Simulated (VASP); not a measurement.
# Titanium under strain, part 3 of 3

Aim: follow the pressure of Titanium through compression, expansion and shear. All runs use PBEsol. Left out of this account: 1 further run (self-consistent run: a reference on another mesh). This is not the structure that Ti takes at ambient conditions. The start is a cell from a database of measured crystal structures.

VASP 6.6.1; PBEsol; plane waves and PAW (Ti_sv).

So far, pressure (GPa): step 2 (bands, cell as listed) -7.59; step 3 (cell volume +4.0 %) -10.7; step 4 (cell volume +8.0 %) -13.4; step 5 (bands, sheared, principal strains -2.0, +0.4, +1.7 %) -7.55.

**6. Bands, volume times 0.96**

The cell is compressed evenly, with fractional positions held.

Contents of INCAR:

```
SYSTEM = Ti
PREC = Accurate
ENCUT = 400
EDIFF = 1E-06
NELM = 100
ISMEAR = -1
SIGMA = 0.05
LREAL = .FALSE.
ALGO = Normal
GGA = PS
NBANDS = 17
LASPH = .TRUE.
LORBIT = 11
LWAVE = .FALSE.
LCHARG = .FALSE.
KPAR = 2
```

Contents of POSCAR:

```
Ti
1.0
   -1.6188216056      1.6188216056      1.6188216056
    1.6188216056     -1.6188216056      1.6188216056
    1.6188216056      1.6188216056     -1.6188216056
Ti
1
Direct
    0.0000000000      0.0000000000      0.0000000000
```

Contents of KPOINTS:

```
Automatic mesh
0
Gamma
16 16 16
0 0 0
```

Contents of KPOINTS_OPT:

```
Line mode
16
Line-mode
Reciprocal
  0.00000000   0.00000000   0.00000000 GAMMA
  0.50000000  -0.50000000   0.50000000 H

  0.50000000  -0.50000000   0.50000000 H
  0.00000000   0.00000000   0.50000000 N

  0.00000000   0.00000000   0.50000000 N
  0.00000000   0.00000000   0.00000000 GAMMA

  0.00000000   0.00000000   0.00000000 GAMMA
  0.25000000   0.25000000   0.25000000 P

  0.25000000   0.25000000   0.25000000 P
  0.50000000  -0.50000000   0.50000000 H

  0.25000000   0.25000000   0.25000000 P
  0.00000000   0.00000000   0.50000000 N
```

PAW data sets: Ti_sv (PBE family, release 64).

Started as:

```console
> mpirun -np 2 vasp_std
```

The program printed:

```text
[... set-up lines as in an earlier step ...]
 entering main loop
       N       E                     dE             d eps       ncg     rms          rms(c)
DAV:   1     0.788407643910E+02    0.78841E+02   -0.49500E+03  5090   0.720E+02
DAV:   2    -0.599689068511E+01   -0.84838E+02   -0.81173E+02  5264   0.210E+02
DAV:   3    -0.931872583698E+01   -0.33218E+01   -0.32947E+01  5751   0.445E+01
DAV:   4    -0.937039033918E+01   -0.51665E-01   -0.51634E-01  5678   0.515E+00
DAV:   5    -0.937115505053E+01   -0.76471E-03   -0.76466E-03  5602   0.541E-01    0.884E+00
DAV:   6    -0.823268201833E+01    0.11385E+01   -0.13151E+00  5216   0.162E+01    0.208E+00
DAV:   7    -0.822651311143E+01    0.61689E-02   -0.92355E-02  6235   0.224E+00    0.133E+00
DAV:   8    -0.823557806366E+01   -0.90650E-02   -0.50724E-02  5034   0.222E+00    0.309E-01
DAV:   9    -0.823422572651E+01    0.13523E-02   -0.38209E-03  5721   0.713E-01    0.946E-02
DAV:  10    -0.823436961395E+01   -0.14389E-03   -0.26768E-04  5349   0.111E-01    0.162E-02
DAV:  11    -0.823436952706E+01    0.86886E-07   -0.12323E-05  5830   0.200E-02    0.744E-03
DAV:  12    -0.823436970615E+01   -0.17909E-06   -0.15434E-06  6337   0.103E-02
   1 F= -.82343697E+01 E0= -.82258237E+01  d E =-.170920E-01
 Start KPOINTS_OPT (optional k-point list driver)
k-point batch [1-96\96]
       N       E                     dE             ncg
DAV:   1    -0.118895985446E+05   -0.50926E+05     3392
DAV:   2    -0.198428534823E+05   -0.79533E+04     3586
DAV:   3    -0.201591054490E+05   -0.31625E+03     3824
DAV:   4    -0.201634762420E+05   -0.43708E+01     3809
DAV:   5    -0.201635499834E+05   -0.73741E-01     3675
DAV:   6    -0.201635519402E+05   -0.19567E-02     3921
DAV:   7    -0.201635520033E+05   -0.63147E-04     3422
DAV:   8    -0.201635520056E+05   -0.22617E-05     2795
DAV:   9    -0.201635520057E+05   -0.11852E-06     2069
```

It took 15 s on 2 MPI ranks of AMD EPYC 7R43, shared host; peak memory 0.23 GiB.

OUTCAR, selected parts (step 6):

```text
   ENCUT  =  400.0 eV  29.40 Ry    5.42 a.u.   4.57  4.57  4.57*2*pi/ulx,y,z

   NELECT =      12.0000    total number of electrons

 E-fermi :   8.2059

 k-point     1 :       0.0000    0.0000    0.0000
  band No.  band energies     occupation
      1     -48.0366      2.00000
      2     -23.9668      2.00000
      3     -23.9668      2.00000
      4     -23.9668      2.00000
      5       2.2262      2.00000
      6       9.2102      0.00000
      7       9.2102      0.00000
      8       9.2102      0.00000
      9      11.0351      0.00000
     10      11.0351      0.00000
    ...

  Total       -0.3976178     -0.3976178     -0.3976178      0.0000000      0.0000000      0.0000000
  in kB      -37.5421734    -37.5421734    -37.5421734      0.0000000      0.0000000      0.0000000
  external PRESSURE =     -37.5421734 kB  Pullay stress =       0.0000000 kB

  FREE ENERGIE OF THE ION-ELECTRON SYSTEM (eV)
  ---------------------------------------------------
  free  energy   TOTEN  =        -8.2343697062 eV

  energy  without entropy=       -8.2172776824  energy(sigma->0) =       -8.22582369

[... 4 parts as in an earlier step ...]

[... 13 further parts left out ...]
```

Numbers from this step:

```
irreducible k-points    : 145
symmetry operations     : 48
free energy (TOTEN)     : -8.234 eV
energy at zero smearing : -8.226 eV
Fermi energy            : 8.206 eV
pressure                : -3.754 GPa
```

Electronic bands along the path, in eV, zero at the Fermi level; # counts the bands kept, so #1 is VASP's band 5:

```csv
point,#1,#2,#3,#4,#5,#6
Γ,-5.98,1.00,1.00,1.00,2.83,2.83
0.53 of the way,-2.36,-0.23,1.44,1.44,2.58,3.83
H,-2.18,-2.18,4.05,4.05,4.05,8.54
0.47 of the way,-1.59,-1.20,1.46,2.00,4.22,6.54
N,-2.51,-0.43,1.22,2.82,3.18,4.42
0.47 of the way,-3.86,0.16,0.41,2.56,2.64,2.95
Γ,-5.98,1.00,1.00,1.00,2.83,2.83
0.47 of the way,-3.51,-0.02,-0.02,2.82,2.82,3.28
P,-0.62,-0.62,-0.62,3.24,3.24,9.31
0.53 of the way,-1.00,-1.00,-0.02,3.15,3.15,8.33
H,-2.18,-2.18,4.05,4.05,4.05,8.54
jump to P,-0.62,-0.62,-0.62,3.24,3.24,9.31
0.47 of the way,-1.56,-0.65,0.15,3.04,3.22,6.38
N,-2.51,-0.43,1.22,2.82,3.18,4.42
```

The electronic bands as a text plot (rows in eV, shown from -6.0 to 2.7 only):

```
    2.5 | *    * *          *   *****
    2.2 |  *  *         * **             *
    1.8 |   **  *       **        **                    *
    1.4 |   *  *                        *
    1.1 |******          *   **     ****               *        *
    0.7 |    *              *  *  ***   *             *        *
    0.4 |     *           *     ***      **                   *
    0.0 |                  *    **                           *
   -0.4 |      *          * ****           **     ** *      *  **
   -0.7 |       *        *                   *****  **     ****
   -1.1 |                                    *    **  *     *
   -1.5 |        *      **                             *     *
   -1.8 |       ***   *** *                             *     *
   -2.2 |          ****    *                *            **    *
   -2.5 |      *            ****                                *
   -2.9 |     *                            *
   -3.3 |                       *
   -3.6 |    *
   -4.0 |                        *        *
   -4.4 |
   -4.7 |   *                     *      *
   -5.1 |                          *
   -5.4 |  *                            *
   -5.8 |**                         ****
         Γ           H       N        Γ         P        H|P    N
```

 The pressure is -3.75 GPa.

Of the bands kept, 2 cross the Fermi level on this path.

**7. Bands, volume times 0.92**

The cell is scaled evenly once more. A prediction first. A parabola through the 4 pressures of evenly scaled cells so far, P = -7.58 -87.2 t +157 t² GPa with t = ln(V/V₁) and V₁ the volume at scale 1, gives 0.79 GPa at t = -0.0834.

INCAR is that of step 6.

Contents of POSCAR:

```
Ti
1.0
   -1.5960182638      1.5960182638      1.5960182638
    1.5960182638     -1.5960182638      1.5960182638
    1.5960182638      1.5960182638     -1.5960182638
Ti
1
Direct
    0.0000000000      0.0000000000      0.0000000000
```

KPOINTS is that of step 6.

KPOINTS_OPT is that of step 6.

Started as:

```console
> mpirun -np 2 vasp_std
```

The program printed:

```text
[... set-up lines as in an earlier step ...]
 entering main loop
       N       E                     dE             d eps       ncg     rms          rms(c)
DAV:   1     0.798768328186E+02    0.79877E+02   -0.49697E+03  5027   0.738E+02
DAV:   2    -0.583941831622E+01   -0.85716E+02   -0.81886E+02  5261   0.213E+02
DAV:   3    -0.924209050815E+01   -0.34027E+01   -0.33738E+01  5572   0.454E+01
DAV:   4    -0.928556578326E+01   -0.43475E-01   -0.43449E-01  5790   0.492E+00
DAV:   5    -0.928610263400E+01   -0.53685E-03   -0.53682E-03  5513   0.487E-01    0.922E+00
DAV:   6    -0.823505468007E+01    0.10510E+01   -0.11679E+00  5221   0.156E+01    0.231E+00
DAV:   7    -0.822702064360E+01    0.80340E-02   -0.92201E-02  6303   0.249E+00    0.137E+00
DAV:   8    -0.823764854995E+01   -0.10628E-01   -0.51407E-02  5027   0.220E+00    0.291E-01
DAV:   9    -0.823643572851E+01    0.12128E-02   -0.37407E-03  5766   0.689E-01    0.973E-02
DAV:  10    -0.823658619937E+01   -0.15047E-03   -0.28699E-04  5291   0.115E-01    0.158E-02
DAV:  11    -0.823658509584E+01    0.11035E-05   -0.12776E-05  5863   0.208E-02    0.741E-03
DAV:  12    -0.823658519698E+01   -0.10114E-06   -0.15014E-06  6494   0.964E-03
   1 F= -.82365852E+01 E0= -.82287538E+01  d E =-.156627E-01
 Start KPOINTS_OPT (optional k-point list driver)
k-point batch [1-96\96]
       N       E                     dE             ncg
DAV:   1    -0.110430937695E+05   -0.50173E+05     3360
DAV:   2    -0.192089516711E+05   -0.81659E+04     3532
DAV:   3    -0.195338663490E+05   -0.32491E+03     3700
DAV:   4    -0.195379630149E+05   -0.40967E+01     3810
DAV:   5    -0.195380270098E+05   -0.63995E-01     3763
DAV:   6    -0.195380286011E+05   -0.15913E-02     3852
DAV:   7    -0.195380286545E+05   -0.53480E-04     3431
DAV:   8    -0.195380286566E+05   -0.20696E-05     2857
DAV:   9    -0.195380286567E+05   -0.11155E-06     1981
```

Run time: 14 s. Hardware: 2 MPI ranks; peak memory 0.22 GiB.

OUTCAR, selected parts (step 7):

```text
   ENCUT  =  400.0 eV  29.40 Ry    5.42 a.u.   4.51  4.51  4.51*2*pi/ulx,y,z

   NELECT =      12.0000    total number of electrons

 E-fermi :   8.6616

 k-point     1 :       0.0000    0.0000    0.0000
  band No.  band energies     occupation
      1     -47.5012      2.00000
      2     -23.3731      2.00000
      3     -23.3731      2.00000
      4     -23.3731      2.00000
      5       2.5965      2.00000
      6       9.7017      0.00000
      7       9.7017      0.00000
      8       9.7017      0.00000
      9      11.6242      0.00000
     10      11.6242      0.00000
    ...

  Total        0.0897697      0.0897697      0.0897697      0.0000000      0.0000000      0.0000000
  in kB        8.8443716      8.8443716      8.8443716      0.0000000      0.0000000      0.0000000
  external PRESSURE =       8.8443716 kB  Pullay stress =       0.0000000 kB

 POSITION                                       TOTAL-FORCE (eV/Angst)
 -----------------------------------------------------------------------------------
      0.00000      0.00000      0.00000         0.000000     -0.000000      0.000000
 -----------------------------------------------------------------------------------
    total drift:                                0.000000     -0.000000      0.000000

  FREE ENERGIE OF THE ION-ELECTRON SYSTEM (eV)
  ---------------------------------------------------
  free  energy   TOTEN  =        -8.2365851970 eV

  energy  without entropy=       -8.2209224540  energy(sigma->0) =       -8.22875383

[... 4 parts as in an earlier step ...]

[... 12 further parts left out ...]
```

Numbers from this step:

```yaml
free_energy_toten: -8.237 eV
energy_at_zero_smearing: -8.229 eV
fermi_energy: 8.662 eV
pressure: 0.8844 GPa
```

Electronic bands along the path, in eV, zero at the Fermi level; # counts the bands kept, so #1 is VASP's band 5:

| point | #1 | #2 | #3 | #4 | #5 | #6 |
| --- | --- | --- | --- | --- | --- | --- |
| Γ | -6.07 | 1.04 | 1.04 | 1.04 | 2.96 | 2.96 |
| 0.47 of the way | -2.92 | 0.25 | 1.27 | 1.27 | 2.37 | 3.82 |
| H | -2.34 | -2.34 | 4.27 | 4.27 | 4.27 | 8.90 |
| 0.47 of the way | -1.69 | -1.26 | 1.52 | 2.10 | 4.44 | 6.88 |
| N | -2.62 | -0.48 | 1.36 | 2.96 | 3.35 | 4.66 |
| 0.47 of the way | -3.88 | 0.14 | 0.42 | 2.68 | 2.77 | 3.10 |
| Γ | -6.07 | 1.04 | 1.04 | 1.04 | 2.96 | 2.96 |
| 0.47 of the way | -3.51 | -0.04 | -0.04 | 2.95 | 2.95 | 3.45 |
| P | -0.63 | -0.63 | -0.63 | 3.41 | 3.41 | 9.72 |
| 0.47 of the way | -0.83 | -0.83 | -0.50 | 3.23 | 3.23 | 8.64 |
| H | -2.34 | -2.34 | 4.27 | 4.27 | 4.27 | 8.90 |
| jump to P | -0.63 | -0.63 | -0.63 | 3.41 | 3.41 | 9.72 |
| 0.47 of the way | -1.62 | -0.69 | 0.22 | 3.20 | 3.38 | 6.71 |
| N | -2.62 | -0.48 | 1.36 | 2.96 | 3.35 | 4.66 |

The electronic bands as a text plot (rows in eV, shown from -6.1 to 2.8 only):

```
    2.7 | *    * *          *   *****
    2.3 |  *  *         * **             *
    1.9 |   **  *       **        **                    *
    1.5 |   *  *             *          *
    1.2 |******          *    *     ****               *        *
    0.8 |    *              *  *  ***  **                      *
    0.4 |     *           *     ***      *            *       *
    0.1 |                  *     *        *                  *
   -0.3 |      *          * *****          **     ** *      *   *
   -0.7 |       *                            *****  **     *****
   -1.1 |                *                   *    **        *
   -1.4 |               *                             **     *
   -1.8 |        **    ****                             *
   -2.2 |       * ******   *                *            **   **
   -2.5 |      *            ***                                 *
   -2.9 |     *                *           *
   -3.3 |                       *
   -3.7 |    *
   -4.0 |                        *        *
   -4.4 |
   -4.8 |   *                     *      *
   -5.1 |                          *
   -5.5 |  *                            *
   -5.9 |**                         ****
         Γ           H       N        Γ         P        H|P    N
```

 The pressure is 0.88 GPa. The parabola predicted 0.79 GPa, -0.10 GPa off.

**8. The runs together**

| cell | mesh | pressure (GPa) | gap (eV) |
| --- | --- | --- | --- |
| cell as listed | 16×16×16 | -7.59 | none |
| volume times 1.04 | 16×16×16 | -10.75 | none |
| volume times 1.08 | 16×16×16 | -13.37 | none |
| sheared, principal strains -2.0, +0.4, +1.7 % | 16×16×16 | -7.55 | none |
| volume times 0.96 | 16×16×16 | -3.75 | none |
| volume times 0.92 | 16×16×16 | 0.88 | none |

**9. What came out**

```
pressure, cell as listed                                    : -7.59 GPa
pressure, volume times 1.04                                 : -10.7 GPa
pressure, volume times 1.08                                 : -13.4 GPa
pressure, sheared, principal strains -2.0, +0.4, +1.7 %     : -7.55 GPa
pressure, volume times 0.96                                 : -3.75 GPa
pressure, volume times 0.92                                 : 0.884 GPa
bulk modulus at the listed volume, shape and positions held : 87.7 GPa
```

**Reading.** The slope of pressure against ln V at the listed volume gives a bulk modulus of 87.7 GPa at fixed shape and positions (not that of equilibrium, since the cell bears -7.6 GPa there).

[Lines on the potential files, build, host, timing and source positions are cut from VASP's logs without a mark.]

[Logs are printed without paths, hosts, clocks, repeated set-up lines and the standing remarks that a program may print on its own settings, such as how far it seeks lower states.]

[Hosts, paths, dates, database ids (printed as entryN), source tags and the programs' standing remarks are cut or masked in the printed files.]

[A measured line is paired with the nearest computed mode of its activity, which favours agreement.]
